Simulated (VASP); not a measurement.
Consider the following.

```
Lu
1.0
    1.75000    -3.03109     0.00000
    1.75000     3.03109     0.00000
    0.00000     0.00000     5.55000
Lu
2
Direct
  0.33333   0.66667   0.25000
  0.66667   0.33333   0.75000
```

All values below come from RPBE GGA, VASP's PBE PAW potentials (set 64) (plane waves; VASP). Run with 520 eV cut-off, 11×11×6 Γ-centred mesh, first-order Methfessel-Paxton smearing of 0.10 eV, potentials Lu_3.

Energy and stress use the plane-wave basis of the starting cell.

Question: The ions, cell shape and volume are relaxed. Which structure does the run end with?

Answer: 
```
Lu
1.0
    1.78132    -3.08533     0.00000
    1.78132     3.08533     0.00000
    0.00000     0.00000     5.56858
Lu
2
Cartesian
  1.78132   1.02845   1.39214
  1.78132  -1.02845   4.17643
```
Space group P6_3/mmc (194), at a tolerance of 0.03 Å.

Question: How do energy and volume change from the first to the last step?

Answer: The energy (σ→0) changes by -7.8 meV/atom and the volume by +4.0 %, in 6 ionic steps.

```tsv
step	E(σ→0) (eV)	max force (eV/Å)	pressure (GPa)	volume (Å³)
1	-8.2570	0.000	1.89	58.88
2	-8.2715	0.000	-0.41	61.88
3	-8.2722	0.000	-0.08	61.36
4	-8.2722	0.000	-0.04	61.31
5	-8.2725	0.000	0.02	61.24
6	-8.2726	0.000	0.03	61.21
```

The compound is Lu in the hcp structure. This run relaxes it. Symmetry was kept, so distortions that lower it aren't found.
